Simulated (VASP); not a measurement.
An input for Quantum ESPRESSO's pw.x (written as the equivalent of a VASP run, and not itself run):

```
&CONTROL
  calculation = 'vc-relax'
  pseudo_dir = './pseudo'
  outdir = './out'
  tprnfor = .true.
  tstress = .true.
  nstep = 30
  forc_conv_thr = 0.00039
/
&SYSTEM
  ibrav = 0
  nat = 4
  ntyp = 2
  ecutwfc = 102
  occupations = 'smearing'
  smearing = 'gaussian'
  degauss = 0.003675
  input_dft = 'vdw-df-cx'
/
&ELECTRONS
  conv_thr = 7.3e-09
  electron_maxstep = 100
/
&IONS
/
&CELL
  cell_dofree = 'shape'
/
ATOMIC_SPECIES
  Cd 112.414 Cd.upf
  S 32.060 S.upf
CELL_PARAMETERS angstrom
     2.0959859   -3.6303538    0.0000000
     2.0959859    3.6303538    0.0000000
     0.0000000    0.0000000    6.8108182
ATOMIC_POSITIONS crystal
  Cd   0.6666670  0.3333330  0.5000072
  Cd   0.3333330  0.6666670  0.0000072
  S    0.6666670  0.3333330  0.8769928
  S    0.3333330  0.6666670  0.3769928
K_POINTS automatic
  6 6 4 0 0 0
```

Question: Translate this input to VASP (INCAR, KPOINTS, POSCAR, choice of POTCAR).

Answer: One answer among several that fit: 
POSCAR:
```
CdS
1.0
  2.0959858697  -3.6303538436   0.0000000000
  2.0959858697   3.6303538436   0.0000000000
  0.0000000000   0.0000000000   6.8108181682
Cd S
2 2
Cart
  2.0959858697  -1.2101203681   3.4054582991
  2.0959858697   1.2101203681   0.0000492150
  2.0959858697  -1.2101203681   5.9730383185
  2.0959858697   1.2101203681   2.5676292344
```

**KPOINTS**
```
Automatic mesh
0
Gamma
6 6 4
0 0 0
```

**INCAR**
```
# general
SYSTEM   = CdS
PREC     = Accurate
ENCUT    = 520   # plane-wave cut-off (eV)
LREAL    = .FALSE.
LASPH    = .TRUE.

# electronic loop
EDIFF    = 1E-7   # SCF stop (eV)
NELM     = 100   # most electronic steps
ALGO     = Normal
LMAXMIX  = 4

# smearing
ISMEAR   = 0
SIGMA    = 0.05

# functional
GGA      = CX
LUSE_VDW = .TRUE.
AGGAC    = 0.0

# ions
IBRION   = 2   # conjugate gradients
NSW      = 30
ISIF     = 4   # ions and shape, fixed volume
EDIFFG   = -0.01

# output
LWAVE    = .FALSE.
LCHARG   = .FALSE.
```

POTCAR, in this order: Cd S (PBE.64 set). Program: vasp_std.

What does not carry over: the potentials are each code's own (VASP's PAW set, PseudoDojo norm-conserving files in pw.x), so ENCUT and ecutwfc are chosen apart and not converted; conv_thr bounds pw.x's estimated SCF error, while EDIFF bounds the energy change between steps; forc_conv_thr acts on force components and is met together with etot_conv_thr.

The compound is CdS in the wurtzite structure. This cell is one point of a volume scan, at 1.03 of the reference volume.
